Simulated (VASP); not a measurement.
Here is the system:

```yaml
crystal:
  lattice:
    - [0.00000, 2.70198, 2.70198]
    - [2.70198, 0.00000, 2.70198]
    - [2.70198, 2.70198, 0.00000]
  atoms:
    - { symbol: Cd, position: [0.00000, 0.00000, 0.00000] }
    - { symbol: F, position: [0.25000, 0.25000, 0.25000] }
    - { symbol: F, position: [0.75000, 0.75000, 0.75000] }
```

The numbers are results of r2SCAN meta-GGA, VASP's PBE PAW potentials (set 64) (plane waves; VASP), not measurements. Settings: PREC = Normal, EDIFF = 1E-5, 450 eV cut-off, 9×9×9 Γ-centred mesh, Gaussian smearing of 0.050 eV, potentials Cd F.

At this cut-off the stress carries a Pulay error, which pulls relaxed volumes low.

**Question.** Give the stress tensor in GPa (positive for a compressed cell).

**Answer.** 
```
-2.23   0.00   0.00
 0.00  -2.23   0.00
 0.00   0.00  -2.23
```
The pressure is its mean diagonal, -2.23 GPa.

The compound is CdF2 in the fluorite structure. It was relaxed first.
